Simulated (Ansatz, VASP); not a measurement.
## Cross-check of W (W wire along [110], 11 atoms a period) between VASP and Ansatz

One calculation is typed for both programs; each brings its own data sets. How far apart do they land? The structure shown is the end of the Ansatz relaxation below.

Calculated with Ansatz 0.2.0; plane waves, with VASP 6.6.1 beside it; single point at PBE.

## 1. The structure

The cell holds 11 atoms: 11 W. Cell: a = 11.555 Å, b = 11.283 Å, c = 4.373 Å, α = 90.0°, β = 90.0°, γ = 90.0°. Vacuum lies along a and b. The structure's axis is c.

## 2. Ansatz: relaxation, PBE

Ansatz runs on its default PAW (the set named soft_2) files.

This run makes the geometry at which the two programs are then compared.

Input file input.yaml:

```yaml
crystal:
  lattice:
    - [11.555, 0.0, 0.0]
    - [0.0, 11.283, 0.0]
    - [0.0, 0.0, 4.4830569927]
  atoms:
    - { symbol: W, position: [0.294244916, 0.698666755, 0.0] }
    - { symbol: W, position: [0.431414972, 0.500002526, 0.0] }
    - { symbol: W, position: [0.568585028, 0.698666755, 0.0] }
    - { symbol: W, position: [0.705755084, 0.500002526, 0.0] }
    - { symbol: W, position: [0.294244916, 0.500002526, 0.5] }
    - { symbol: W, position: [0.431414972, 0.301338297, 0.5] }
    - { symbol: W, position: [0.431414972, 0.698666755, 0.5] }
    - { symbol: W, position: [0.568585028, 0.500002526, 0.5] }
    - { symbol: W, position: [0.705755084, 0.301338297, 0.5] }
    - { symbol: W, position: [0.705755084, 0.698666755, 0.5] }
    - { symbol: W, position: [0.568585028, 0.301338297, 0.0] }
kpoints:
  mp_grid: { grid: [1, 1, 18] }
scf:
  occupations: { method: fermi_dirac, width: 0.05 }
hamiltonian:
  xc: pbe
relax:
  cell: { fix: [a, b, alpha, beta, gamma] }
  max_steps: 60
```

Command:

```console
ansatz run input.yaml --threads 8 --pin off --max-ram 16384MiB --backend cpu --events-out ev --progress --plain --runs-dir out
```

Numbers of over 12 decimals in the logs are rounded to 6 here.

The log of the run:

```text
Engine: ansatz 0.2.0, aarch64-unknown-linux-gnu
Pseudopotentials: kind: paw
Pseudopotential: W, paw, valence charge 14, recommended cutoff 420 eV (normal), W.paw.azcp
Functional definition: PBE
  parameter kappa = 0.804
  parameter beta = 0.066725
  exchange = pbe_x(kappa = kappa, mu = beta*pi^2/3)
  correlation = pbe_c(beta = beta)
Crystal: 11 atoms, lattice volume = 584.479 Å³
Basis set: ecut = 420 eV, 11445 PW (Γ), exchange–correlation on 160×160×60 points (8 copies of the dense FFT grid, shifted against one another)
Bands: 93, of which v1, the nominal top of the filled ones, is band 77 counted from 1 (76 counted from 0)
Symmetry: 2 space group operations
Space group: Pm (ITA 6), of the structure as read, at distance tolerance 8.4e-5 Å
k-points: 10 of 18
Non-local potential: W, projectors of the file, l = 0: 3, l = 1: 2, l = 2: 2, l = 3: 1
PAW form: soft (Blöchl's): semilocal exchange-correlation on the pseudo side does not see the compensation charge
PAW one-centre angular grid: W, 590 points (default); XC on 64 Gauss nodes
Initial density: superposition of atomic densities (neutral atoms: chi_scale 0, normalization atom), corrected by the library's trained network
Initial wavefunctions: pseudopotential atomic-orbital guess
Functional: x = pbe(κ = 0.804, μ = 0.219515), c = pbe(β = 0.066725)
SCF iter   1: F=—  HF=-114207.098956 eV  |F-HF|=—  |Δ(HF+E_count)|=         —  Δρ=9.51e-3  dr2=2.96e0  ethr=1.77e-3  ⟨swp⟩=9.6  Hψ=4224  notcnv=0
preconditioner: auto → LDOS  [metal: Δε(μ)=0.045 eV  Ē_g=3.375 eV  σ=0.050 eV  W_gap=0.21  n_scr=104 (ndim 8)  ℏωp=12.5 eV  f_vac=0.485  D(μ)=14.18/eV (n_scr^D=94)  β→1.0]
SCF iter   2: F=—  HF=-114207.029388 eV  |F-HF|=—  |Δ(HF+E_count)|=   6.96e-2  Δρ=6.36e-3  dr2=9.42e-1  ethr=1.77e-3  ⟨swp⟩=3.2  Hψ=1406  notcnv=0  defer=1
SCF iter   3: F=—  HF=-114206.965237 eV  |F-HF|=—  |Δ(HF+E_count)|=   6.42e-2  Δρ=1.88e-3  dr2=1.04e-1  ethr=6.11e-4  ⟨swp⟩=2.2  Hψ=1411  notcnv=0  defer=1
SCF iter   4: F=—  HF=-114206.960100 eV  |F-HF|=—  |Δ(HF+E_count)|=   5.14e-3  Δρ=5.19e-4  dr2=7.94e-3  ethr=6.74e-5  ⟨swp⟩=2.0  Hψ=1273  notcnv=0  defer=1
SCF iter   5: F=—  HF=-114206.959823 eV  |F-HF|=—  |Δ(HF+E_count)|=   2.78e-4  Δρ=2.00e-4  dr2=6.78e-4  ethr=5.16e-6  ⟨swp⟩=2.0  Hψ=1262  notcnv=0  defer=1
SCF iter   6: F=—  HF=-114206.959836 eV  |F-HF|=—  |Δ(HF+E_count)|=   1.36e-5  Δρ=9.12e-5  dr2=1.65e-4  ethr=4.40e-7  ⟨swp⟩=2.3  Hψ=1285  notcnv=0  defer=1
SCF iter   7: F=—  HF=-114206.959838 eV  |F-HF|=—  |Δ(HF+E_count)|=   1.51e-6  Δρ=2.98e-5  dr2=1.45e-5  ethr=1.07e-7  ⟨swp⟩=2.0  Hψ=1269  notcnv=0  defer=1
SCF iter   8: F=—  HF=-114206.959425 eV  |F-HF|=—  |Δ(HF+E_count)|=   4.13e-4  Δρ=1.27e-5  dr2=2.06e-6  ethr=9.44e-9  ⟨swp⟩=2.5  Hψ=1289  notcnv=0  defer=1
SCF iter   9: F=—  HF=-114206.959425 eV  |F-HF|=—  |Δ(HF+E_count)|=   7.36e-7  Δρ=5.16e-6  dr2=3.17e-7  ethr=1.34e-9  ⟨swp⟩=2.6  Hψ=1282  notcnv=0  defer=1
SCF iter  10: F=-114206.959426 eV  HF=-114206.959426 eV  |F-HF|=3.52e-9  |Δ(HF+E_count)|=   1.34e-7  Δρ=1.67e-6  dr2=3.51e-8  ethr=6.49e-11  ⟨swp⟩=5.9  Hψ=3223  notcnv=0
SCF 1 converged in 10 iterations: F = -114206.959426 eV  dr2 = 3.51e-8
  greatest PAW one-centre occupation: 1.000 electrons in one spin orbital (limit 2), on the W atom at site 10 (counted from 0), in its partial waves of l = 0
relax step   1: F+E_penalty+E_count = -114206.95942555 eV  Δ(F+E_penalty+E_count) = +0.000e0 eV  max|allowed force component| = 2.995e0 eV/Å  Δτ_max = 0.0000 Å  P = -8.610 GPa  Ω = 584.479 Å³  fix = [a, b, alpha, beta, gamma]  reactions: a -7.744, b -7.953 GPa; gamma -0.212 GPa/rad  (10 SCF iters, dr2 threshold 1.00e-7 eV, accepted)
[...]
relax step  41: F+E_penalty+E_count = -114211.55214022 eV  Δ(F+E_penalty+E_count) = -3.166e-6 eV  max|allowed force component| = 1.506e-2 eV/Å  Δτ_max = 0.0110 Å  P = -0.428 GPa  Ω = 570.201 Å³  energy of the carried Pulay correction = +1.548e-3 eV  fix = [a, b, alpha, beta, gamma]  reactions: a -0.011, b -1.269 GPa; gamma -0.004 GPa/rad  (13 SCF iters, accepted)
[...]
relax step  42: F+E_penalty+E_count = -114211.55216342 eV  Δ(F+E_penalty+E_count) = -2.320e-5 eV  max|allowed force component| = 3.004e-3 eV/Å  Δτ_max = 0.0044 Å  P = -0.425 GPa  Ω = 570.188 Å³  energy of the carried Pulay correction = +1.549e-3 eV  fix = [a, b, alpha, beta, gamma]  reactions: a -0.007, b -1.265 GPa; gamma -0.006 GPa/rad  (8 SCF iters, dr2 threshold 1.42e-8 eV, accepted)
[...]
relax step  43: F+E_penalty+E_count = -114211.55049529 eV  Δ(F+E_penalty+E_count) = +1.668e-3 eV  max|allowed force component| = 2.919e-3 eV/Å  Δτ_max = 0.0000 Å  P = -0.423 GPa  Ω = 570.188 Å³  fix = [a, b, alpha, beta, gamma]  reactions: a -0.004, b -1.262 GPa; gamma -0.006 GPa/rad  stress off target by 2.71e-3 GPa on what of the cell is left free  SCF on the basis re-selected at this cell (its energy is not comparable with the rows above)  (7 SCF iters)
basis re-selected at this cell: Δ(F+E_penalty+E_count) = +1.668e-3 eV, ΔP = +0.002 GPa vs the last step (what re-selecting the basis moved, of the pressure what is left beyond the Pulay correction that the steps carried, after the strain that the cell walked since its last selection, with what the two solves' SCF thresholds leave and, on support functions, any second-order correction that the steps lacked; it is no m [...]
SCF converged after 7 iterations
Free energy (F): -114211.550495 eV
Harris-Foulkes:  -114211.550495 eV  (|F-HF|=4.37e-11)
Internal energy: -114211.496990 eV  (E = F + TS)
E sigma→0 (E₀):  -114211.523743 eV
Entropy (-TS):   -0.053505 eV (-4.864 meV/atom)
Fermi energy:    4.241903 eV
--- Per-component energies (eV) ---
  E_band       = -3655.863817
  E_kinetic    = 4925.395769
  E_local      = -52939.086557  (includes V_loc(G=0)·N_el)
  E_nonlocal   = 36.821497
  E_hartree    = 24147.198478
  E_xc         = -2912.113972
  E_vxc        = -2594.744419  (∫ρ·V_xc dr)
  E_paw        = -94192.461149  (= ΣΔE_a)
  E_vpaw       = -1378.647081  (= ΣTr[D̂ρ^β])
  E_aug_tail   = -0.000648  (compensation charges beyond the density's cutoff)
  E_ewald      = 6722.749593
  E_smearing   = -0.053505  (= −TS)
  E_closure    = -0.000000  (closes the sum)
  Σ components = -114211.550495   (vs F -114211.550495, Δ=0.00e0)
--- Forces (eV/Å), atoms counted from 1 ---
  atom   1  W     -0.00205150     0.00135375    -0.00000000
  atom   2  W      0.00017885    -0.00141950     0.00000000
  atom   3  W      0.00122613    -0.00054588     0.00000000
  atom   4  W     -0.00054557     0.00022180    -0.00000000
  atom   5  W      0.00131215     0.00078903     0.00000000
  atom   6  W      0.00017118    -0.00000740     0.00000000
  atom   7  W     -0.00291928     0.00038134    -0.00000000
  atom   8  W     -0.00048267     0.00070056    -0.00000000
  atom   9  W     -0.00018573     0.00040057    -0.00000000
  atom  10  W      0.00260156    -0.00239602     0.00000000
  atom  11  W      0.00069060     0.00053019     0.00000000
  max |Σ_I F_I| component: 8.44e-6 eV/Å
--- Stress (GPa, compression-positive) ---
       -0.004361       0.006051      -0.000000
        0.006051      -1.262112       0.000000
       -0.000000       0.000000      -0.002712
  P = ⅓ Tr σ = -0.4231 GPa (-4.231 kbar)
--- Relaxed structure (42 steps of the walk, 37 accepted, 1 SCFs on fresh bases) ---
  F+E_penalty+E_count = -114211.55049529 eV   max|allowed force component| = 2.919e-3 eV/Å   (the final SCF, on the basis selected at the relaxed cell)
  cell:  # Å, volume = 570.1880 Å³
    - [11.555, 0, 0]
    - [0, 11.283, 0]
    - [0, 0, 4.373443]
  atoms:
    - { symbol: W, position: [0.408914, 0.756617, 0] }
    - { symbol: W, position: [0.438095, 0.482824, 0.0] }
    - { symbol: W, position: [0.597649, 0.660367, 0] }
    - { symbol: W, position: [0.637736, 0.350516, 0.0] }
    - { symbol: W, position: [0.414413, 0.622326, 0.5] }
    - { symbol: W, position: [0.378006, 0.359245, 0.5] }
    - { symbol: W, position: [0.528084, 0.818659, 0.5] }
    - { symbol: W, position: [0.592751, 0.477987, 0.5] }
    - { symbol: W, position: [0.567314, 0.241670, 0.5] }
    - { symbol: W, position: [0.700568, 0.684845, 0.5] }
    - { symbol: W, position: [0.442225, 0.243635, 0] }
```

## 3. VASP: single point, PBE

The same cell, functional, mesh and smearing now go to VASP, with its own data sets.

Lines of VASP's logs that name or quote its potential files are left out, and so is its time.

Input file INCAR:

```
SYSTEM = W
PREC = Accurate
ENCUT = 600
EDIFF = 1E-06
NELM = 120
ISMEAR = -1
SIGMA = 0.05
LREAL = .FALSE.
ALGO = Normal
GGA = PE
NBANDS = 44
LASPH = .TRUE.
LORBIT = 11
LWAVE = .FALSE.
LCHARG = .FALSE.
ISIF = 2
GGA_COMPAT = .FALSE.
KPAR = 2
```

Input file POSCAR:

```
W
1.0
   11.5550000000      0.0000000000      0.0000000000
    0.0000000000     11.2830000000      0.0000000000
    0.0000000000      0.0000000000      4.3734432715
W
11
Direct
    0.4089136509      0.7566174167      0.0000000000
    0.4380946840      0.4828237326      0.0000000000
    0.5976492905      0.6603669769      0.0000000000
    0.6377360842      0.3505164686      0.0000000000
    0.4144129932      0.6223256289      0.5000000000
    0.3780056409      0.3592452946      0.5000000000
    0.5280841061      0.8186594161      0.5000000000
    0.5927514646      0.4779872860      0.5000000000
    0.5673138113      0.2416695093      0.5000000000
    0.7005682283      0.6848452885      0.5000000000
    0.4422251300      0.2436349969      0.0000000000
```

Input file KPOINTS:

```
Automatic mesh
0
Gamma
1 1 18
0 0 0
```

PAW data sets: W (PBE family, release 64).

Command:

```console
mpirun -np 2 vasp_std
```

The log of the run:

```text
[banner, memory and clock lines left out]
running    2 mpi-ranks, on    1 nodes
 distrk:  each k-point on    1 cores,    2 groups
 distr:  one band on    1 cores,    1 groups

 POSCAR found type information on POSCAR W
 POSCAR found :  1 types and      11 ions
 LDA part: xc-table for (Slater+PW92), standard interpolation
 POSCAR, INCAR and KPOINTS ok, starting setup
 FFT: planning ... GRIDC
 FFT: planning ... GRID_SOFT
 FFT: planning ... GRID
 WAVECAR not read
 entering main loop
       N       E                     dE             d eps       ncg     rms          rms(c)
DAV:   1     0.337869113345E+03    0.33787E+03   -0.24855E+04   880   0.129E+03
DAV:   2    -0.716265130515E+02   -0.40950E+03   -0.37369E+03  1256   0.239E+02
DAV:   3    -0.130128709945E+03   -0.58502E+02   -0.56152E+02  1176   0.878E+01
DAV:   4    -0.133892423630E+03   -0.37637E+01   -0.36972E+01  1408   0.204E+01
DAV:   5    -0.134032941593E+03   -0.14052E+00   -0.13957E+00  1408   0.387E+00    0.564E+01
DAV:   6    -0.125856512947E+03    0.81764E+01   -0.54308E+01  1392   0.231E+01    0.300E+01
DAV:   7    -0.128655815229E+03   -0.27993E+01   -0.67464E+01  1632   0.351E+01    0.164E+01
DAV:   8    -0.121790975996E+03    0.68648E+01   -0.36754E+01  1552   0.221E+01    0.377E+00
DAV:   9    -0.121883782982E+03   -0.92807E-01   -0.40826E+00  1424   0.742E+00    0.251E+00
DAV:  10    -0.121835474535E+03    0.48308E-01   -0.38685E-01  1416   0.244E+00    0.192E+00
DAV:  11    -0.121827372321E+03    0.81022E-02   -0.10721E-01  1408   0.121E+00    0.136E+00
DAV:  12    -0.121811775599E+03    0.15597E-01   -0.10914E-01  1464   0.110E+00    0.642E-01
DAV:  13    -0.121806811922E+03    0.49637E-02   -0.31211E-02  1472   0.630E-01    0.249E-01
DAV:  14    -0.121807489867E+03   -0.67794E-03   -0.57147E-03  1456   0.284E-01    0.155E-01
[...]
DAV:  18    -0.121814417517E+03   -0.97350E-03   -0.69693E-04  1256   0.109E-01    0.377E-02
DAV:  19    -0.121814875023E+03   -0.45751E-03   -0.27107E-04  1320   0.772E-02    0.267E-02
DAV:  20    -0.121815043411E+03   -0.16839E-03   -0.74277E-05  1248   0.372E-02    0.139E-02
DAV:  21    -0.121815132093E+03   -0.88683E-04   -0.26136E-05  1096   0.256E-02    0.705E-03
DAV:  22    -0.121815186621E+03   -0.54528E-04   -0.26640E-05  1088   0.233E-02    0.687E-03
DAV:  23    -0.121815195505E+03   -0.88838E-05   -0.58439E-06   880   0.117E-02    0.517E-03
DAV:  24    -0.121815198271E+03   -0.27661E-05   -0.27790E-06   776   0.755E-03    0.425E-03
DAV:  25    -0.121815198496E+03   -0.22460E-06   -0.65641E-07   640   0.419E-03
   1 F= -.12181520E+03 E0= -.12178837E+03  d E =-.536660E-01
```

(Part 1 of 2 ends here.)

[Lines on the potential files, build, host, timing and source positions are cut from VASP's logs without a mark.]

[Logs are printed without paths, hosts, clocks, repeated set-up lines and the standing remarks that a program may print on its own settings, such as how far it seeks lower states.]

[Hosts, paths, dates, database ids (printed as entryN), source tags and the programs' standing remarks are cut or masked in the printed files.]
